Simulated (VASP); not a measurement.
**Cu2B in VASP: the effect of target pressure**

Crystal: Cu2B.

```xyz
6
Lattice="0.0000 3.2835 3.2835 3.2835 0.0000 3.2835 3.2835 3.2835 0.0000" Properties=species:S:1:pos:R:3 pbc="T T T"
Cu    0.8209    0.8209    0.8209
Cu    0.8209    2.4626    2.4626
Cu    2.4626    2.4626    0.8209
Cu    2.4626    0.8209    2.4626
B     3.2835    3.2835    3.2835
B     4.9252    4.9252    4.9252
```

The cell was built by a generator and needn't be a form met in nature.

Alike in all runs:

| Property | Result |
| --- | --- |
| Program | VASP 6.6.1 |
| Task | relaxation of cell and atoms |
| Functional | LDA |
| Potentials or basis | VASP PAW LDA potentials, release 64 (Cu, B) |
| Cutoff | 600 eV |
| k mesh | 5 × 5 × 5 |
| Occupations | fermi-dirac, width 0.05 eV |
| Spin | no spin polarisation |

Each run relaxes the cell or the atoms first.

```tsv
target pressure	target pressure	relaxed volume (Å³/atom)
2 GPa	2 GPa	10.72
5 GPa	5 GPa	10.55
10 GPa	10 GPa	?
20 GPa	20 GPa	9.86
30 GPa	30 GPa	9.50
0 GPa	-	10.85
```

Problem. What does the run with target pressure 10 GPa give?

Solution. Relaxed volume 10.28 Å³/atom.

Worked out: In Murnaghan's law V^(-B') rises as a straight line in P. The other rows fit best with B' = 4.1, V0 = 10.85 Å³/atom and B0 = 171 GPa, which gives 10.29 Å³/atom at 10 GPa, against the run's 10.28.

Caveats: the cell is relaxed towards a set pressure, so the enthalpy falls and the energy may rise (some runs); the volume moved by over 15 % at a fixed basis, so the end points are rough (some runs).
